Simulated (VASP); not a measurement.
Runs of VASP 6.6.1 on AlN. Symmetry: P6_3mc, No. 186, hexagonal system. The conventional cell has a = 3.113 Å, b = 3.113 Å, c = 4.981 Å, α = 90.00°, β = 90.00°, γ = 120.00°. Al (site symmetry 3m) has 4 N at 1.89 Å as nearest neighbours. Around N (site symmetry 3m) lie 4 Al at 1.89 Å. 

| task | cell | k mesh | cutoff (eV) | smearing | gap on the mesh (eV) | pressure (GPa) | relaxed volume (Å³/atom) |
| --- | --- | --- | --- | --- | --- | --- | --- |
| single point | cell and atoms relaxed tightly for response | 9 × 9 × 6 | 520 | gaussian 0.01 eV | 4.04 | -0.3 | - |
| relaxation of cell and atoms | relaxed from: cell and atoms relaxed tightly for response | 9 × 9 × 6 | 600 | gaussian 0.01 eV | 4.06 | 0.0 | 10.62 |
| single point | P6_3mc, 10.45 Å³/atom | 6 × 6 × 4 | 520 | gaussian 0.1 eV | 4.22 | (a) | - |
| single point | P6_3mc, 10.65 Å³/atom | 9 × 9 × 6 | 520 | gaussian 0.02 eV | 4.04 | -0.3 | - |
| relaxation of cell and atoms | relaxed | 9 × 9 × 6 | 600 | gaussian 0.02 eV | 4.07 | 0.0 | 10.62 |

Alike in all rows: level PBE; potentials or basis VASP PAW PBE potentials, release 64 (Al, N); no spin polarisation.

Q: Fill in the values left out.

A: (a) 3.4.

Caveats: an odd mesh through Γ misses points on the zone boundary, where band edges often lie (some runs).
